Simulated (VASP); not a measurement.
## Core-hole spectrum of CsGeCl3

Aim: an X-ray absorption edge of CsGeCl3 by the supercell core-hole method. The cell has space group R3m, a computed entry that need not be the common form of this compound. The start is a computed cell from the Materials Project.

Method: LDA; plane waves and PAW (Ge_d, Cs_sv, Ge_d, Cl), in the first sound run; inputs show where later runs differ, in VASP 6.6.1.

### 1. The starting structure

The structure is trigonal, space group R3m (No. 160). Conventional cell: a = 7.694 Å, b = 7.694 Å, c = 9.535 Å, α = 90.00°, β = 90.00°, γ = 120.00°. Nearest to Ge lie 3 Cl at 2.37 Å. Nearest to Cs lie 12 Cl at 3.86 to 3.90 Å. Nearest to Cl lie 2 Ge at 2.37 to 3.10 Å and 4 Cs at 3.86 to 3.90 Å. Farther neighbours and most contacts between anions are not listed.

### 2. Supercell without a hole

The cell without a hole gives, with ICORELEVEL = 1, the Kohn-Sham core levels of the initial state. It is a supercell, which puts a hole 10.9 Å from its nearest image.

Input file INCAR:

```
SYSTEM = CsGeCl3
PREC = Accurate
ENCUT = 400
EDIFF = 1E-05
NELM = 100
ISMEAR = 0
SIGMA = 0.05
LREAL = Auto
ALGO = Fast
GGA = CA
LWAVE = .FALSE.
LCHARG = .FALSE.
NCORE = 8
ICORELEVEL = 1
```

Input file POSCAR:

```
CsGeCl3
1.0
    7.6936327814      4.4419209574      6.3566010672
   -7.6936327814      4.4419209574      6.3566010672
    0.0000000000     -8.8838419148      6.3566010672
Ge Cs Ge Cl
1 8 7 24
Direct
    0.2577665750      0.2577665750      0.2577665750
    0.4992016750      0.4992016750      0.4992016750
    0.4992016750      0.4992016750      0.9992016750
    0.4992016750      0.9992016750      0.4992016750
    0.4992016750      0.9992016750      0.9992016750
    0.9992016750      0.4992016750      0.4992016750
    0.9992016750      0.4992016750      0.9992016750
    0.9992016750      0.9992016750      0.4992016750
    0.9992016750      0.9992016750      0.9992016750
    0.2577665750      0.2577665750      0.7577665750
    0.2577665750      0.7577665750      0.2577665750
    0.2577665750      0.7577665750      0.7577665750
    0.7577665750      0.2577665750      0.2577665750
    0.7577665750      0.2577665750      0.7577665750
    0.7577665750      0.7577665750      0.2577665750
    0.7577665750      0.7577665750      0.7577665750
    0.2483563350      0.2483563350      0.4743190850
    0.2483563350      0.2483563350      0.9743190850
    0.2483563350      0.7483563350      0.4743190850
    0.2483563350      0.7483563350      0.9743190850
    0.7483563350      0.2483563350      0.4743190850
    0.7483563350      0.2483563350      0.9743190850
    0.7483563350      0.7483563350      0.4743190850
    0.7483563350      0.7483563350      0.9743190850
    0.2483563350      0.4743190850      0.2483563350
    0.2483563350      0.4743190850      0.7483563350
    0.2483563350      0.9743190850      0.2483563350
    0.2483563350      0.9743190850      0.7483563350
    0.7483563350      0.4743190850      0.2483563350
    0.7483563350      0.4743190850      0.7483563350
    0.7483563350      0.9743190850      0.2483563350
    0.7483563350      0.9743190850      0.7483563350
    0.4743190850      0.2483563350      0.2483563350
    0.4743190850      0.2483563350      0.7483563350
    0.4743190850      0.7483563350      0.2483563350
    0.4743190850      0.7483563350      0.7483563350
    0.9743190850      0.2483563350      0.2483563350
    0.9743190850      0.2483563350      0.7483563350
    0.9743190850      0.7483563350      0.2483563350
    0.9743190850      0.7483563350      0.7483563350
```

Input file KPOINTS:

```
Automatic mesh
0
Gamma
2 2 2
0 0 0
```

Potentials, in the order of the species: Ge_d, Cs_sv, Ge_d and Cl (PBE family, release 64).

Run with:

```
$ mpirun -np 8 vasp_std
```

Log:

```text
[banner, memory and clock lines left out]
running    8 mpi-ranks, on    1 nodes
 distrk:  each k-point on    8 cores,    1 groups
 distr:  one band on    8 cores,    1 groups

 POSCAR found type information on POSCAR GeCsGeCl
 POSCAR found :  4 types and      40 ions
|                                                                             |
|           W    W    AA    RRRRR   N    N  II  N    N   GGGG   !!!           |
|           W    W   A  A   R    R  NN   N  II  NN   N  G    G  !!!           |
|           W    W  A    A  R    R  N N  N  II  N N  N  G       !!!           |
|           W WW W  AAAAAA  RRRRR   N  N N  II  N  N N  G  GGG   !            |
|           WW  WW  A    A  R   R   N   NN  II  N   NN  G    G                |
|           W    W  A    A  R    R  N    N  II  N    N   GGGG   !!!           |
|                                                                             |
|     For optimal performance we recommend to set                             |
|       NCORE = 2 up to number-of-cores-per-socket                            |
|     NCORE specifies how many cores store one orbital (NPAR=cpu/NCORE).      |
|     This setting can greatly improve the performance of VASP for DFT.       |
|     The default, NCORE=1 might be grossly inefficient on modern             |
|     multi-core architectures or massively parallel machines. Do your        |
|     Unfortunately you need to use the default for GW and RPA                |
|     calculations (for HF NCORE is supported but not extensively tested      |
|     yet).                                                                   |
|                                                                             |

|                                                                             |
|               ----> ADVICE to this user running VASP <----                  |
|                                                                             |
|     You enforced a specific xc type in the INCAR file but a different       |
|     [... a line on the potential file left out ...]
|     I HOPE YOU KNOW WHAT YOU ARE DOING!                                     |
|                                                                             |

 LDA part: xc-table for (Slater(with rela. corr.)+CA(PZ))
 , standard interpolation
 POSCAR, INCAR and KPOINTS ok, starting setup
 FFT: planning ... GRIDC
 FFT: planning ... GRID_SOFT
 FFT: planning ... GRID
 WAVECAR not read
 entering main loop
       N       E                     dE             d eps       ncg     rms          rms(c)
DAV:   1     0.519718486092E+04    0.51972E+04   -0.10692E+05  1776   0.194E+03
DAV:   2     0.941096411021E+03   -0.42561E+04   -0.41178E+04  1872   0.537E+02
DAV:   3    -0.556533017624E+02   -0.99675E+03   -0.95977E+03  2012   0.217E+02
DAV:   4    -0.156466760711E+03   -0.10081E+03   -0.99300E+02  1984   0.803E+01
DAV:   5    -0.161714218867E+03   -0.52475E+01   -0.52176E+01  2144   0.168E+01    0.198E+01
RMM:   6    -0.158256757514E+03    0.34575E+01   -0.69697E+00  2412   0.551E+00    0.119E+01
RMM:   7    -0.158200494979E+03    0.56263E-01   -0.79059E+00  2434   0.402E+00    0.368E+00
RMM:   8    -0.158125275750E+03    0.75219E-01   -0.21509E+00  2405   0.359E+00    0.140E+00
RMM:   9    -0.158020357904E+03    0.10492E+00   -0.30632E-01  2483   0.143E+00    0.339E-01
RMM:  10    -0.158030317196E+03   -0.99593E-02   -0.10301E-01  2917   0.558E-01    0.296E-01
RMM:  11    -0.158030332069E+03   -0.14873E-04   -0.61344E-03  2608   0.175E-01    0.271E-01
RMM:  12    -0.158029836156E+03    0.49591E-03   -0.34598E-03  2307   0.125E-01    0.663E-02
RMM:  13    -0.158030055290E+03   -0.21913E-03   -0.14206E-03  2700   0.723E-02    0.681E-02
RMM:  14    -0.158029970353E+03    0.84936E-04   -0.99073E-05  2280   0.254E-02    0.460E-02
RMM:  15    -0.158029924614E+03    0.45739E-04   -0.62745E-04  2289   0.362E-02    0.274E-02
WARNING in EDDRMM: call to ZHEGV failed, returncode =   8  4    182
RMM:  16    -0.158029911445E+03    0.13169E-04   -0.46622E-05  1967   0.160E-02    0.147E-02
RMM:  17    -0.158029912586E+03   -0.11406E-05   -0.16448E-05  1286   0.856E-03
   1 F= -.15802991E+03 E0= -.15802991E+03  d E =-.326278E-15
```

The job ended after 82 s (8 MPI ranks of Intel Xeon Platinum 8559C (Emerald Rapids), shared host; peak memory 1.9 GiB; 11 min of CPU time).

The logs omit lines about the potential files and the build; timing stands in the text.

OUTCAR, selected parts (step 2):

```text
ion  position               nearest neighbor table
   1  0.258  0.258  0.258-  25 2.37  33 2.37  17 2.37
   2  0.499  0.499  0.499-
   3  0.499  0.499  0.999-
   4  0.499  0.999  0.499-
   5  0.499  0.999  0.999-
   6  0.999  0.499  0.499-
   7  0.999  0.499  0.999-
   8  0.999  0.999  0.499-
   9  0.999  0.999  0.999-
  10  0.258  0.258  0.758-  26 2.37  34 2.37  18 2.37
  11  0.258  0.758  0.258-  27 2.37  35 2.37  19 2.37
  12  0.258  0.758  0.758-  28 2.37  36 2.37  20 2.37
  13  0.758  0.258  0.258-  29 2.37  37 2.37  21 2.37
  14  0.758  0.258  0.758-  30 2.37  38 2.37  22 2.37
  15  0.758  0.758  0.258-  31 2.37  39 2.37  23 2.37
  16  0.758  0.758  0.758-  32 2.37  40 2.37  24 2.37
  17  0.248  0.248  0.474-   1 2.37
  18  0.248  0.248  0.974-  10 2.37
  19  0.248  0.748  0.474-  11 2.37
  20  0.248  0.748  0.974-  12 2.37
  21  0.748  0.248  0.474-  13 2.37
  22  0.748  0.248  0.974-  14 2.37
  23  0.748  0.748  0.474-  15 2.37
  24  0.748  0.748  0.974-  16 2.37
  25  0.248  0.474  0.248-   1 2.37
  26  0.248  0.474  0.748-  10 2.37
  27  0.248  0.974  0.248-  11 2.37
  28  0.248  0.974  0.748-  12 2.37
  29  0.748  0.474  0.248-  13 2.37
  30  0.748  0.474  0.748-  14 2.37
  31  0.748  0.974  0.248-  15 2.37
  32  0.748  0.974  0.748-  16 2.37
  33  0.474  0.248  0.248-   1 2.37
  34  0.474  0.248  0.748-  10 2.37
  35  0.474  0.748  0.248-  11 2.37
  36  0.474  0.748  0.748-  12 2.37
  37  0.974  0.248  0.248-  13 2.37
  38  0.974  0.248  0.748-  14 2.37
  39  0.974  0.748  0.248-  15 2.37
  40  0.974  0.748  0.748-  16 2.37

  LATTYP: Found a trigonal (rhomboedric) cell.
 ALAT       =    10.9237825086
 COS(alpha) =     0.0079197291

 Subroutine GETGRP returns: Found  6 space group operations
 (whereof  6 operations were pure point group operations)

The static configuration has the point symmetry C_3v.

 Found      4 irreducible k-points:

   k-points           NKPTS =      4   k-points in BZ     NKDIM =      4   number of bands    NBANDS=    211

   dimension x,y,z NGX =    72 NGY =   72 NGZ =   72
   dimension x,y,z NGXF=   144 NGYF=  144 NGZF=  144

   ENCUT  =  400.0 eV  29.40 Ry    5.42 a.u.  17.81 17.81 17.81*2*pi/ulx,y,z

   NELECT =     352.0000    total number of electrons

 k-points in reciprocal lattice and weights: Automatic mesh
   0.00000000  0.00000000  0.00000000       0.125
   0.50000000 -0.00000000 -0.00000000       0.375
   0.50000000  0.50000000 -0.00000000       0.375
   0.50000000  0.50000000  0.50000000       0.125

 the core state eigenenergies are
   1-  1s -10953.8151  2s  -1365.5223  2p  -1192.4031  3s   -162.3068  3p   -109.4348

   2-  1s -35783.4164  2s  -5606.8081  2p  -5028.2023  3s  -1160.2123  3p   -974.1132
       3d   -701.2140  4s   -213.3365  4p   -153.8576  4d    -67.3334
   3-  1s -35783.4164  2s  -5606.8080  2p  -5028.2023  3s  -1160.2123  3p   -974.1132
       3d   -701.2140  4s   -213.3365  4p   -153.8576  4d    -67.3334
   4-  1s -35783.4164  2s  -5606.8080  2p  -5028.2023  3s  -1160.2123  3p   -974.1132
       3d   -701.2140  4s   -213.3365  4p   -153.8576  4d    -67.3334
   5-  1s -35783.4164  2s  -5606.8081  2p  -5028.2023  3s  -1160.2123  3p   -974.1132
       3d   -701.2140  4s   -213.3365  4p   -153.8576  4d    -67.3334
   6-  1s -35783.4164  2s  -5606.8080  2p  -5028.2023  3s  -1160.2123  3p   -974.1132
       3d   -701.2140  4s   -213.3365  4p   -153.8576  4d    -67.3334
   7-  1s -35783.4164  2s  -5606.8081  2p  -5028.2023  3s  -1160.2123  3p   -974.1132
       3d   -701.2140  4s   -213.3365  4p   -153.8576  4d    -67.3334
   8-  1s -35783.4164  2s  -5606.8081  2p  -5028.2023  3s  -1160.2123  3p   -974.1132
       3d   -701.2140  4s   -213.3365  4p   -153.8576  4d    -67.3334
   9-  1s -35783.4164  2s  -5606.8081  2p  -5028.2024  3s  -1160.2123  3p   -974.1132
       3d   -701.2140  4s   -213.3365  4p   -153.8576  4d    -67.3334
  10-  1s -10953.8151  2s  -1365.5223  2p  -1192.4031  3s   -162.3068  3p   -109.4348

  11-  1s -10953.8151  2s  -1365.5223  2p  -1192.4031  3s   -162.3068  3p   -109.4348

  12-  1s -10953.8151  2s  -1365.5223  2p  -1192.4031  3s   -162.3068  3p   -109.4348

  13-  1s -10953.8151  2s  -1365.5223  2p  -1192.4031  3s   -162.3068  3p   -109.4348

  14-  1s -10953.8151  2s  -1365.5223  2p  -1192.4031  3s   -162.3068  3p   -109.4348

  15-  1s -10953.8151  2s  -1365.5223  2p  -1192.4031  3s   -162.3068  3p   -109.4348

  16-  1s -10953.8151  2s  -1365.5223  2p  -1192.4031  3s   -162.3068  3p   -109.4348

  17-  1s  -2743.0887  2s   -244.7859  2p   -183.6931
  18-  1s  -2743.0888  2s   -244.7859  2p   -183.6932
  19-  1s  -2743.0888  2s   -244.7859  2p   -183.6932
  20-  1s  -2743.0887  2s   -244.7859  2p   -183.6931
  21-  1s  -2743.0888  2s   -244.7859  2p   -183.6932
  22-  1s  -2743.0887  2s   -244.7859  2p   -183.6931
  23-  1s  -2743.0887  2s   -244.7859  2p   -183.6931
  24-  1s  -2743.0887  2s   -244.7859  2p   -183.6931
  25-  1s  -2743.0887  2s   -244.7859  2p   -183.6931
  26-  1s  -2743.0888  2s   -244.7859  2p   -183.6932
  27-  1s  -2743.0888  2s   -244.7859  2p   -183.6932
  28-  1s  -2743.0887  2s   -244.7859  2p   -183.6931
  29-  1s  -2743.0888  2s   -244.7859  2p   -183.6932
  30-  1s  -2743.0887  2s   -244.7859  2p   -183.6931
  31-  1s  -2743.0887  2s   -244.7859  2p   -183.6931
  32-  1s  -2743.0887  2s   -244.7859  2p   -183.6931
  33-  1s  -2743.0887  2s   -244.7859  2p   -183.6931
  34-  1s  -2743.0888  2s   -244.7859  2p   -183.6932
  35-  1s  -2743.0888  2s   -244.7859  2p   -183.6932
  36-  1s  -2743.0887  2s   -244.7859  2p   -183.6931
  37-  1s  -2743.0888  2s   -244.7859  2p   -183.6932
  38-  1s  -2743.0887  2s   -244.7859  2p   -183.6931
  39-  1s  -2743.0887  2s   -244.7859  2p   -183.6931
  40-  1s  -2743.0887  2s   -244.7859  2p   -183.6931

 E-fermi :   1.4800

 k-point     1 :       0.0000    0.0000    0.0000
  band No.  band energies     occupation
    ...
    172      -0.3832      2.00000
    173       0.4554      2.00000
    174       0.4554      2.00000
    175       0.4554      2.00000
    176       1.2060      2.00000
    177       3.1565      0.00000
    178       3.1565      0.00000
    179       3.1719      0.00000
    180       3.5397      0.00000
    181       3.5397      0.00000
    ...

 k-point     2 :       0.5000   -0.0000   -0.0000
  band No.  band energies     occupation
    ...
    172      -0.0810      2.00000
    173      -0.0810      2.00000
    174      -0.0810      2.00000
    175       0.6832      2.00000
    176       0.6832      2.00000
    177       3.3471      0.00000
    178       3.3472      0.00000
    179       3.3977      0.00000
    180       3.3977      0.00000
    181       3.7842      0.00000
    ...

 k-point     3 :       0.5000    0.5000   -0.0000
  band No.  band energies     occupation
    ...
    172      -0.5755      2.00000
    173       0.1401      2.00000
    174       0.1401      2.00000
    175       0.1747      2.00000
    176       0.1747      2.00000
    177       3.5710      0.00000
    178       3.5710      0.00000
    179       3.5747      0.00000
    180       3.5747      0.00000
    181       4.6939      0.00000
    ...

  Total      -15.2414813    -15.2414813    -15.2768772      0.0000000      0.0000000      0.0000000
  in kB      -18.7352405    -18.7352405    -18.7787502      0.0000000      0.0000000      0.0000000
  external PRESSURE =     -18.7497438 kB  Pullay stress =       0.0000000 kB

  energy-cutoff  :      400.00
  volume of cell :     1303.40
      direct lattice vectors                 reciprocal lattice vectors
     7.693632781  4.441920957  6.356601067     0.064988805  0.037521304  0.052438926
    -7.693632781  4.441920957  6.356601067    -0.064988805  0.037521304  0.052438926
     0.000000000 -8.883841915  6.356601067     0.000000000 -0.075042608  0.052438926

 POSITION                                       TOTAL-FORCE (eV/Angst)
 -----------------------------------------------------------------------------------
      0.00000      0.00000      4.91556         0.000000      0.000000     -0.108869
      0.00000      0.00000      9.51968         0.000000      0.000000     -0.007643
      0.00000     -4.44192     12.69798         0.000000      0.000002     -0.007643
     -3.84682      2.22096     12.69798         0.000002     -0.000001     -0.007643
     -3.84682     -2.22096     15.87628         0.000005      0.000003     -0.007655
      3.84682      2.22096     12.69798        -0.000002     -0.000001     -0.007643
      3.84682     -2.22096     15.87628        -0.000005      0.000003     -0.007655
      0.00000      4.44192     15.87628         0.000000     -0.000006     -0.007655
      0.00000      0.00000     19.05458         0.000000      0.000000     -0.007651
      0.00000     -4.44192      8.09386         0.000000     -0.000011     -0.108973
     -3.84682      2.22096      8.09386        -0.000009      0.000005     -0.108973
     -3.84682     -2.22096     11.27216         0.000019      0.000011     -0.108895
      3.84682      2.22096      8.09386         0.000009      0.000005     -0.108973
      3.84682     -2.22096     11.27216        -0.000019      0.000011     -0.108895
      0.00000      4.44192     11.27216         0.000000     -0.000022     -0.108895
      0.00000      0.00000     14.45046         0.000000      0.000000     -0.108906
      0.00000     -2.00742      6.17246         0.000000     -0.034281      0.038864
      0.00000     -6.44934      9.35076         0.000000     -0.034279      0.038858
     -3.84682      0.21354      9.35076         0.000009     -0.034284      0.038863
     -3.84682     -4.22838     12.52906         0.000010     -0.034297      0.038851
      3.84682      0.21354      9.35076        -0.000009     -0.034284      0.038863
      3.84682     -4.22838     12.52906        -0.000010     -0.034297      0.038851
      0.00000      2.43450     12.52906         0.000000     -0.034262      0.038860
      0.00000     -2.00742     15.70736         0.000000     -0.034285      0.038844
     -1.73847      1.00371      6.17246        -0.029688      0.017140      0.038864
     -1.73847     -3.43821      9.35076        -0.029686      0.017150      0.038863
     -5.58529      3.22467      9.35076        -0.029687      0.017140      0.038858
     -5.58529     -1.21725     12.52906        -0.029697      0.017158      0.038851
      2.10834      3.22467      9.35076        -0.029695      0.017134      0.038863
      2.10834     -1.21725     12.52906        -0.029671      0.017131      0.038860
     -1.73847      5.44563     12.52906        -0.029708      0.017140      0.038851
     -1.73847      1.00371     15.70736        -0.029691      0.017142      0.038844
      1.73847      1.00371      6.17246         0.029688      0.017140      0.038864
      1.73847     -3.43821      9.35076         0.029686      0.017150      0.038863
     -2.10834      3.22467      9.35076         0.029695      0.017134      0.038863
     -2.10834     -1.21725     12.52906         0.029671      0.017131      0.038860
      5.58529      3.22467      9.35076         0.029687      0.017140      0.038858
      5.58529     -1.21725     12.52906         0.029697      0.017158      0.038851
      1.73847      5.44563     12.52906         0.029708      0.017140      0.038851
      1.73847      1.00371     15.70736         0.029691      0.017142      0.038844
 -----------------------------------------------------------------------------------
    total drift:                               -0.000000     -0.000230     -0.020324

  FREE ENERGIE OF THE ION-ELECTRON SYSTEM (eV)
  ---------------------------------------------------
  free  energy   TOTEN  =      -158.0299125858 eV

  energy  without entropy=     -158.0299125858  energy(sigma->0) =     -158.02991259

[... 1 further part left out ...]
```

These are scalar-relativistic Kohn-Sham levels of the ground state, with no core hole, so they are not binding energies. The PAW data sets were made with PBE, though LDA sets exist; this is a small mismatch.

Numbers from this step:

```yaml
free_energy_toten: -158.0299 eV
fermi_energy: 1.48 eV
pressure: -1.875 GPa
```

The two shallowest core shells; atoms whose shallowest level rounds to another's at 0.01 eV are left out. Core levels, by row:

| atom | shell | level below the valence-band top (eV) |
| --- | --- | --- |
| Ge1 | 3s | 163.5 |
| Ge1 | 3p | 110.6 |
| Cs2 | 4p | 155.1 |
| Cs2 | 4d | 68.54 |
| Cl17 | 2s | 246 |
| Cl17 | 2p | 184.9 |

(Continued in part 2 of 3.)

[Lines on the potential files, build, host, timing and source positions are cut from VASP's logs without a mark.]

[Logs are printed without paths, hosts, clocks, repeated set-up lines and the standing remarks that a program may print on its own settings, such as how far it seeks lower states.]

[Hosts, paths, dates, database ids (printed as entryN), source tags and the programs' standing remarks are cut or masked in the printed files.]
